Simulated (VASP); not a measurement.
Data:

```yaml
crystal:
  lattice:
    - [0.00000, 2.70076, 2.70076]
    - [2.70076, 0.00000, 2.70076]
    - [2.70076, 2.70076, 0.00000]
  atoms:
    - { symbol: Ca, position: [0.00000, 0.00000, 0.00000] }
```

Method: PW91 GGA, VASP's PBE PAW potentials (set 64) (plane waves; VASP). Numerical set-up: 520 eV cut-off, 11×11×11 Γ-centred mesh, first-order Methfessel-Paxton smearing of 0.10 eV, potentials Ca_sv.

Q: Give the stress tensor in GPa (positive for a compressed cell).

A: 
```
1.16  0.00  0.00
0.00  1.16  0.00
0.00  0.00  1.16
```
The pressure is its mean diagonal, 1.16 GPa.

The compound is Ca in the fcc structure. This cell is one point of a volume scan, at 0.94 of the reference volume.
